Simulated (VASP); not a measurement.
An input for Quantum ESPRESSO's pw.x (written as the equivalent of a VASP run, and not itself run):

```
&CONTROL
  calculation = 'vc-relax'
  pseudo_dir = './pseudo'
  outdir = './out'
  tprnfor = .true.
  tstress = .true.
  nstep = 40
  forc_conv_thr = 0.00078
/
&SYSTEM
  ibrav = 0
  nat = 3
  ntyp = 2
  ecutwfc = 86
  occupations = 'smearing'
  smearing = 'methfessel-paxton'
  degauss = 0.00735
  input_dft = 'pz'
/
&ELECTRONS
  conv_thr = 7.3e-08
  electron_maxstep = 100
/
&IONS
/
&CELL
  press = 50
/
ATOMIC_SPECIES
  Zr 91.224 Zr.upf
  Se 78.971 Se.upf
CELL_PARAMETERS angstrom
     1.7986313   -3.1153211    0.0000000
     1.7986313    3.1153211   -0.0000000
    -0.0000000    0.0000000    5.7079194
ATOMIC_POSITIONS crystal
  Zr   0.0000000  0.0000000  0.0000000
  Se   0.3333330  0.6666670  0.2824124
  Se   0.6666670  0.3333330  0.7175876
K_POINTS automatic
  10 10 6 0 0 0
```

### Question
Translate this input to VASP (INCAR, KPOINTS, POSCAR, choice of POTCAR).

### Answer
Several could match; the one computed here: 
### KPOINTS
```
kpoints
0
Gamma
  10 10 6
0 0 0
```

**INCAR**
```
SYSTEM = ZrSe2
PREC = Accurate; ENCUT = 500; LREAL = F
LASPH = T
EDIFF = 1E-6; NELM = 100; ALGO = Normal
LMAXMIX = 4
ISMEAR = 1; SIGMA = 0.1
IBRION = 2; NSW = 40; ISIF = 3
EDIFFG = -0.02; PSTRESS = 50
LWAVE = F; LCHARG = F
```

POSCAR:
```
ZrSe2
1
    1.7986313095    -3.1153210997     0.0000000000
    1.7986313095     3.1153210997    -0.0000000000
   -0.0000000000     0.0000000000     5.7079194311
Zr Se
1 2
Direct
  0.0000000000   0.0000000000   0.0000000000
  0.3333330000   0.6666670000   0.2824124495
  0.6666670000   0.3333330000   0.7175875505
```

POTCAR, in this order: Zr_sv Se (LDA.64 set). Program: vasp_std.

What does not carry over: the potentials are each code's own (VASP's PAW set, PseudoDojo norm-conserving files in pw.x), so ENCUT and ecutwfc are chosen apart and not converted; conv_thr bounds pw.x's estimated SCF error, while EDIFF bounds the energy change between steps; forc_conv_thr acts on force components and is met together with etot_conv_thr.

The compound is ZrSe2 in the 1T layered structure. It was relaxed first under an external pressure of 5 GPa.
